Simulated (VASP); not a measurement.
# YSi$_{2}$ (space group C2/c): computed properties

Method: r2SCAN meta-GGA, VASP's PBE PAW potentials (set 64) (plane waves; VASP).

| Property | Result |
|---|---|
| space group | C2/c (15) |
| cell | a = 5.629 Å, b = 5.633 Å, c = 7.741 Å, α = 90.00°, β = 110.39°, γ = 90.00° |
| volume per atom | 19.18 Å³/atom |
| band gap (over mesh and band path) | none (metal, semimetal or under 0.01 eV) |
| density | 4.19 g/cm³ |

```xyz
6
Lattice="2.8147 -2.8167 0.0026 2.8147 2.8167 0.0026 -2.7039 0.0000 7.2539" Properties=species:S:1:pos:R:3 pbc="T T T"
Y      0.7868    -0.6992     5.4431
Y      2.1387     0.6992     1.8161
Si     0.7626     2.1081     4.2479
Si     2.1630    -2.1081     3.0113
Si     0.8110     2.1081     6.6382
Si     2.1145    -2.1081     0.6209
```

The structure comes from a computed database's YSi2 entry (C2/c); how it stands against other phases isn't given here. It was relaxed first. Symmetry was kept, so distortions that lower it aren't found.
